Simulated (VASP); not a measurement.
# Relaxed cell of CaMn2Bi2: a test of cutoff and mesh, part 2 of 2

How far does the relaxed cell of CaMn2Bi2 depend on cutoff and k mesh? The starting structure is a computed structure from the Materials Project. The first relaxation on each setting starts from this cell expanded by 3 % in volume.

VASP 6.6.1.

Results so far: reference 26.03 Å³ an atom.

## Step 3: Relaxation with a cutoff of 270 eV (continued)

Level of this step: PBEsol, spin-polarised from an antiferromagnetic start; plane waves and PAW (Bi_d, Mn_pv, Ca_sv) (VASP).

Parts of OUTCAR (step 3):

```text
  Total       -0.0070211     -0.0070211     -0.0021859     -0.0000000      0.0000000     -0.0000000
  in kB       -0.0890522     -0.0890522     -0.0277255     -0.0000000      0.0000000     -0.0000000
  external PRESSURE =      -0.0686100 kB  Pullay stress =       0.0000000 kB

 POSITION                                       TOTAL-FORCE (eV/Angst)
 -----------------------------------------------------------------------------------
     -0.00000      2.54886      5.60959         0.000000      0.000000      0.004365
      2.20738      1.27443      1.87428        -0.000000     -0.000000     -0.004365
     -0.00000      2.54886      2.94866         0.000000      0.000000      0.005610
      2.20738      1.27443      4.53521        -0.000000     -0.000000     -0.005610
      0.00000      0.00000      0.00000        -0.000000      0.000000      0.000000
 -----------------------------------------------------------------------------------
    total drift:                                0.000000     -0.000000     -0.000000

  FREE ENERGIE OF THE ION-ELECTRON SYSTEM (eV)
  ---------------------------------------------------
  free  energy   TOTEN  =       -30.1547705958 eV

  energy  without entropy=      -30.1614962082  energy(sigma->0) =      -30.15701247

 magnetization (x)
# of ion       s       p       d       tot
------------------------------------------
    1       -0.002   0.016  -0.009   0.005
    2        0.002  -0.016   0.009  -0.005
    3        0.048   0.051   3.667   3.766
    4       -0.048  -0.051  -3.667  -3.766
    5        0.000   0.000   0.000   0.000
--------------------------------------------------
tot          0.000   0.000   0.000   0.000

[... 2 parts as in an earlier step ...]

[... 2 further parts left out ...]
[key lines of the parts left out:]
E-fermi :   6.2827
```

Logs of long relaxations may skip ionic steps without a mark.

With a cutoff of 270 eV the cell ends at 25.264 Å³ an atom, -2.96 % from the reference, and since the restart alone still moved it by -2.2 % it may not have settled.

## Step 4: Relaxation with a 4×4×2 mesh

Against step 2 the input has a 4×4×2 mesh (also changed: KPAR and NCORE). This run starts from the cell of an earlier relaxation, which isn't shown; the restart sets up the plane waves anew.

INCAR reads:

```
SYSTEM = CaMn2Bi2
PREC = Accurate
ENCUT = 450
EDIFF = 1E-06
NELM = 100
ISMEAR = 1
SIGMA = 0.15
LREAL = .FALSE.
ALGO = Normal
GGA = PS
NBANDS = 43
ISPIN = 2
MAGMOM = 0 0 4 -4 0
LASPH = .TRUE.
LMAXMIX = 4
LORBIT = 11
LWAVE = .FALSE.
LCHARG = .FALSE.
KPAR = 4
NCORE = 2
IBRION = 2
NSW = 50
ISIF = 3
EDIFFG = -0.006
```

POSCAR reads:

```
CaMn2Bi2
1.0
    4.4499654210      0.0000000000      0.0000000000
   -2.2249827105      3.8537831006      0.0000000000
    0.0000000000      0.0000000000      7.5708006156
Bi Mn Ca
2 2 1
Direct
    0.3333333333      0.6666666667      0.7473956402
    0.6666666667      0.3333333333      0.2526043598
    0.3333333333      0.6666666667      0.3939067909
    0.6666666667      0.3333333333      0.6060932091
    0.0000000000      0.0000000000      0.0000000000
```

KPOINTS reads:

```
Automatic mesh
0
Gamma
4 4 2
0 0 0
```

Potentials, in the order of the species: Bi_d, Mn_pv and Ca_sv (PBE family, release 64).

Started as:

```sh
$ mpirun -np 8 vasp_std
```

What it wrote:

```text
[banner, memory and clock lines left out]
running    8 mpi-ranks, on    1 nodes
[...]
[... a notice as in an earlier step ...]

 LDA part: xc-table for (Slater+PW92), standard interpolation
 POSCAR, INCAR and KPOINTS ok, starting setup
[...]
entering main loop
       N       E                     dE             d eps       ncg     rms          rms(c)
DAV:   1     0.765899937619E+03    0.76590E+03   -0.33172E+04  1376   0.166E+03
DAV:   2     0.401233812180E+02   -0.72578E+03   -0.70588E+03  1376   0.511E+02
DAV:   3    -0.286828080824E+02   -0.68806E+02   -0.66697E+02  1538   0.171E+02
DAV:   4    -0.324337873383E+02   -0.37510E+01   -0.36911E+01  2032   0.387E+01
[...]
DAV:  15    -0.301047680780E+02   -0.61367E-05   -0.18219E-05  1661   0.296E-02    0.126E-02
DAV:  16    -0.301047693476E+02   -0.12695E-05   -0.34845E-06  1378   0.180E-02    0.295E-03
DAV:  17    -0.301047690880E+02    0.25960E-06   -0.57208E-07   853   0.504E-03
   1 F= -.30104769E+02 E0= -.30104786E+02  d E =-.301048E+02  mag=     0.0000
[... from here on, the cycles between the ionic steps are left out ...]
   2 F= -.30104846E+02 E0= -.30104852E+02  d E =-.770932E-04  mag=     0.0000
   3 F= -.30104845E+02 E0= -.30104848E+02  d E =-.756338E-04  mag=     0.0000
   4 F= -.30104846E+02 E0= -.30104851E+02  d E =-.771752E-04  mag=    -0.0000
   5 F= -.30104847E+02 E0= -.30104852E+02  d E =-.776874E-04  mag=    -0.0000
   6 F= -.30104846E+02 E0= -.30104851E+02  d E =-.774110E-04  mag=    -0.0000
   7 F= -.30104846E+02 E0= -.30104850E+02  d E =-.771760E-04  mag=     0.0000
   8 F= -.30104850E+02 E0= -.30104859E+02  d E =-.385281E-05  mag=    -0.0000
 trial-energy change:   -0.000004  1 .order   -0.000009   -0.000016   -0.000002
 step:   1.1755(harm=  1.1755)  dis= 0.00037  next Energy=   -30.104855 (dE=-0.914E-05)
 reached required accuracy - stopping structural energy minimisation
```

It took 63 s on 8 MPI ranks of Intel Xeon Platinum 8488C (Sapphire Rapids), shared host; peak memory 1.6 GiB; 8.2 min of CPU time.

Parts of OUTCAR (step 4):

```text
  Total        0.0061257      0.0061257      0.0199158      0.0000000     -0.0000000      0.0000000
  in kB        0.0757789      0.0757789      0.2463711      0.0000000     -0.0000000      0.0000000
  external PRESSURE =       0.1326430 kB  Pullay stress =       0.0000000 kB

 POSITION                                       TOTAL-FORCE (eV/Angst)
 -----------------------------------------------------------------------------------
     -0.00000      2.56677      5.65555        -0.000000      0.000000      0.003940
      2.22289      1.28339      1.91087         0.000000     -0.000000     -0.003940
     -0.00000      2.56677      2.98069        -0.000000      0.000000      0.004472
      2.22289      1.28339      4.58574         0.000000     -0.000000     -0.004472
     -2.22289      3.85016      7.56642         0.000000     -0.000000      0.000000
 -----------------------------------------------------------------------------------
    total drift:                               -0.000000      0.000000      0.000000

  FREE ENERGIE OF THE ION-ELECTRON SYSTEM (eV)
  ---------------------------------------------------
  free  energy   TOTEN  =       -30.1048501168 eV

  energy  without entropy=      -30.1048764280  energy(sigma->0) =      -30.10485889

 magnetization (x)
# of ion       s       p       d       tot
------------------------------------------
    1       -0.002   0.019  -0.008   0.010
    2        0.002  -0.019   0.008  -0.010
    3        0.046   0.049   3.680   3.776
    4       -0.046  -0.049  -3.680  -3.776
    5        0.000   0.000   0.000   0.000
--------------------------------------------------
tot          0.000   0.000   0.000   0.000

[... 1 part as in an earlier step ...]

[... 3 further parts left out ...]
[key lines of the parts left out:]
E-fermi :   6.0840
```

With a 4×4×2 mesh the cell ends at 25.903 Å³ an atom, -0.50 % from the reference, a by -0.4 % and c by +0.2 %.

## Step 5: All runs side by side

```tsv
run	volume (Å³/atom)	change (%)	pressure left (GPa)	core minutes
reference	26.034	-	0.01	133.0
a cutoff of 270 eV	25.264	-2.96	-0.01	124.0
a 4×4×2 mesh	25.903	-0.5	0.01	33.5
```

Core minutes are wall time times ranks, summed over the relaxations behind a row (those for a bulk modulus apart), on shared hosts.

## Step 6: Results

```json
{
 "volume of the reference": "26.03 Å³/atom",
 "volume against the reference, a cutoff of 270 eV": "-2.96 %",
 "volume against the reference, a 4×4×2 mesh": "-0.50 %"
}
```

**Reading.** The volume moves most with a cutoff of 270 eV: -2.96 % against the reference (450 eV, 9×9×4 mesh). No finer setting was run, so this doesn't show that the reference is converged. A cell that shrinks at the lower cutoff is the usual mark of Pulay stress, the error that a plane-wave basis makes when it is kept while the volume changes. Further runs on this material are not shown.

[Lines on the potential files, build, host, timing and source positions are cut from VASP's logs without a mark.]

[Logs are printed without paths, hosts, clocks, repeated set-up lines and the standing remarks that a program may print on its own settings, such as how far it seeks lower states.]

[Hosts, paths, dates, database ids (printed as entryN), source tags and the programs' standing remarks are cut or masked in the printed files.]
